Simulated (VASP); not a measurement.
Data:

```xyz
2
Lattice="0.0000 3.0600 3.0600 3.0600 0.0000 3.0600 3.0600 3.0600 0.0000" Properties=species:S:1:pos:R:3 pbc="T T T"
Pb     0.0000     0.0000     0.0000
Se     3.0600     3.0600     3.0600
```

Calculation: PBE GGA, VASP's PBE PAW potentials (set 64) (plane waves; VASP). Run with PREC = Normal, 500 eV cut-off, 6×6×6 Γ-centred mesh, Gaussian smearing of 0.010 eV, potentials Pb_d_GW Se_GW.

Unless said otherwise, spin-orbit coupling is left out, though it shifts the bands of the heavy elements here.

Problem. Estimate the energy per atom (σ→0), pressure, band gap (on the k-mesh) with the smallest direct gap where there is one.

Solution. 
band gap (on the k-mesh): 0.29 eV
smallest direct gap (on the k-mesh): 0.29 eV
energy per atom (σ→0): -4.089 eV/atom
pressure: 2.34 GPa

The compound is PbSe in the rock salt structure. The cell was not relaxed at this level.
